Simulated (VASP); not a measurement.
Consider the following.

```xyz
2
Lattice="2.8215 0.0000 0.0000 0.0000 2.8215 0.0000 0.0000 0.0000 2.8215" Properties=species:S:1:pos:R:3 pbc="T T T"
Al     1.4107     1.4107     1.4107
Co     0.0000     0.0000     0.0000
```

Calculation: revTPSS meta-GGA, VASP's PBE PAW potentials (set 64) (plane waves; VASP). Settings: 520 eV cut-off, 14×14×14 Γ-centred mesh, tetrahedra with Blöchl corrections, potentials Al Co.

Task: Estimate the energy per atom (σ→0), band gap (over mesh and band path) with the smallest direct gap where there is one.

Result: 
The band gap (over mesh and band path) is none (metal, semimetal or under 0.01 eV). The energy per atom (σ→0) is -5.238 eV/atom.

Only differences to runs with the same potentials and settings are physical.

The compound is CoAl in the CsCl type structure. It was relaxed first. The run is not spin-polarised, so no magnetic state was tried.
